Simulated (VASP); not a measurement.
Method: r2SCAN meta-GGA, VASP's PBE PAW potentials (set 64) (plane waves; VASP 6.6.1).

Input for VASP

File POSCAR:
```
PtAl2
1.0
  0.0000000000   2.9498657144   2.9498657144
  2.9498657144   0.0000000000   2.9498657144
  2.9498657144   2.9498657144   0.0000000000
Al Pt
2 1
Cart
  1.4749328572   1.4749328572   1.4749328572
  4.4247985716   4.4247985716   4.4247985716
  0.0000000000   0.0000000000   0.0000000000
```

**INCAR**
```
ALGO  =  Normal
EDIFF  =  1E-7
ENCUT  =  520
ISIF  =  2
ISMEAR  =  -5
LASPH  =  .True.
LCHARG  =  .False.
LEFG  =  .True.
LMAXMIX  =  6
LMIXTAU  =  .True.
LORBIT  =  11
LREAL  =  .False.
LWAVE  =  .False.
METAGGA  =  R2SCAN
NEDOS  =  601
NELM  =  100
PREC  =  Accurate
SYSTEM  =  PtAl2
```

### KPOINTS
```
kpoints
0
G
10 10 10
```

**KPOINTS_OPT**
```
k-points along high-symmetry lines
10
Line-mode
Reciprocal
  0.000000   0.000000   0.000000 ! GAMMA
  0.500000   0.000000   0.500000 ! X

  0.500000   0.000000   0.500000 ! X
  0.625000   0.250000   0.625000 ! U

  0.375000   0.375000   0.750000 ! K
  0.000000   0.000000   0.000000 ! GAMMA

  0.000000   0.000000   0.000000 ! GAMMA
  0.500000   0.500000   0.500000 ! L

  0.500000   0.500000   0.500000 ! L
  0.500000   0.250000   0.750000 ! W

  0.500000   0.250000   0.750000 ! W
  0.500000   0.000000   0.500000 ! X
```

POTCAR, in this order: Al Pt (PBE.64 set). Program: vasp_std.

The resulting files:

**OUTCAR**
```
 ion  position               nearest neighbor table
   1  0.250  0.250  0.250-   3 2.55   3 2.55   3 2.55   3 2.55   2 2.95   2 2.95   2 2.95   2 2.95
                             2 2.95   2 2.95
   2  0.750  0.750  0.750-   3 2.55   3 2.55   3 2.55   3 2.55   1 2.95   1 2.95   1 2.95   1 2.95
                             1 2.95   1 2.95
   3  0.000  0.000  0.000-   1 2.55   2 2.55   2 2.55   2 2.55   2 2.55   1 2.55   1 2.55   1 2.55
  LATTYP: Found a face centered cubic cell.
 ALAT       =     5.8997314288
 Subroutine PRICEL returns:
 Original cell was already a primitive cell.
 Subroutine GETGRP returns: Found 48 space group operations
The static configuration has the point symmetry O_h .
The dynamic configuration has the point symmetry O_h .
 Subroutine INISYM returns: Found 48 space group operations
 Subroutine IBZKPT returns following result:
 Found     47 irreducible k-points:

 Following reciprocal coordinates:
            Coordinates               Weight
  0.000000  0.000000  0.000000      1.000000
  0.100000  0.000000  0.000000      8.000000
  0.200000  0.000000  0.000000      8.000000
  0.300000  0.000000  0.000000      8.000000
  0.400000  0.000000  0.000000      8.000000
  0.500000  0.000000  0.000000      4.000000
...
```

OSZICAR:
```
       N       E                     dE             d eps       ncg     rms          rms(c)
DAV:   1    -0.209029154725E+01   -0.20903E+01   -0.70334E+03  1160   0.118E+03
DAV:   2    -0.699607693290E+02   -0.67870E+02   -0.60941E+02  1304   0.196E+02
DAV:   3    -0.718499952287E+02   -0.18892E+01   -0.18683E+01  1424   0.320E+01
DAV:   4    -0.718675579110E+02   -0.17563E-01   -0.17586E-01  1352   0.363E+00
DAV:   5    -0.718678570864E+02   -0.29918E-03   -0.29971E-03  1424   0.497E-01    0.964E+00
DAV:   6    -0.679202576659E+02    0.39476E+01   -0.34239E+00  1300   0.199E+01    0.361E+00
DAV:   7    -0.678444280107E+02    0.75830E-01   -0.42126E-01  1300   0.656E+00    0.212E+00
DAV:   8    -0.679030138995E+02   -0.58586E-01   -0.93242E-02  1172   0.250E+00    0.521E-01
DAV:   9    -0.678963342667E+02    0.66796E-02   -0.28943E-02  1204   0.153E+00    0.176E-01
DAV:  10    -0.679086680484E+02   -0.12334E-01   -0.11365E-02  1196   0.912E-01    0.115E-01
DAV:  11    -0.679096766764E+02   -0.10086E-02   -0.10232E-03  1256   0.312E-01    0.347E-02
DAV:  12    -0.679097217200E+02   -0.45044E-04   -0.39155E-04  1272   0.229E-01    0.169E-02
DAV:  13    -0.679099303188E+02   -0.20860E-03   -0.98041E-05  1236   0.122E-01    0.546E-03
DAV:  14    -0.679099330764E+02   -0.27576E-05   -0.34436E-06  1412   0.185E-02    0.213E-03
DAV:  15    -0.679099330827E+02   -0.62386E-08   -0.44579E-07  1280   0.743E-03
   1 F= -.67909933E+02 E0= -.67909933E+02  d E =0.000000E+00
       N       E                     dE             ncg
       N       E                     dE             ncg
```

**OUTCAR**
```
------------------------ aborting loop because EDIFF is reached ----------------------------------------
  FORCE on cell =-STRESS in cart. coord.  units (eV):
  Direction    XX          YY          ZZ          XY          YZ          ZX
  --------------------------------------------------------------------------------------
  Total        0.0080941      0.0080941      0.0080941     -0.0000000      0.0000000     -0.0000000
  in kB        0.2526041      0.2526041      0.2526041     -0.0000000      0.0000000     -0.0000000
  external PRESSURE =       0.2526041 kB  Pullay stress =       0.0000000 kB
  volume of cell :       51.34
      direct lattice vectors                 reciprocal lattice vectors
     0.000000000  2.949865714  2.949865714    -0.169499241  0.169499241  0.169499241
     2.949865714  0.000000000  2.949865714     0.169499241 -0.169499241  0.169499241
     2.949865714  2.949865714  0.000000000     0.169499241  0.169499241 -0.169499241
 POSITION                                       TOTAL-FORCE (eV/Angst)
 -----------------------------------------------------------------------------------
      1.47493      1.47493      1.47493        -0.000000     -0.000000      0.000000
      4.42480      4.42480      4.42480         0.000000      0.000000      0.000000
      0.00000      0.00000      0.00000        -0.000000      0.000000     -0.000000
 -----------------------------------------------------------------------------------
    total drift:                                0.000000     -0.000000      0.000000
  FREE ENERGIE OF THE ION-ELECTRON SYSTEM (eV)
  ---------------------------------------------------
  free  energy   TOTEN  =       -67.9099330827 eV

  energy  without entropy=      -67.9099330827  energy(sigma->0) =      -67.90993308

 total charge

# of ion       s       p       d       tot
------------------------------------------
    1        0.398   0.377   0.000   0.776
    2        0.398   0.377   0.000   0.776
    3        0.839   0.743   8.159   9.741
--------------------------------------------------
tot          1.635   1.498   8.159  11.292

 Electric field gradients after diagonalization (V/A^2)
 (convention: |V_zz| > |V_xx| > |V_yy|)
----------------------------------------------------------------------
 ion       V_xx      V_yy      V_zz     asymmetry (V_yy - V_xx)/ V_zz
----------------------------------------------------------------------
   1       0.000     0.000    -0.000       0.000
   2       0.000     0.000    -0.000       0.000
   3      -0.000    -0.000     0.001       0.000
```
(Selected blocks of OUTCAR.)

For a metal the tetrahedron method with Blöchl corrections gives inexact stress and forces.

The compound is PtAl2 in the fluorite structure. It was relaxed first.
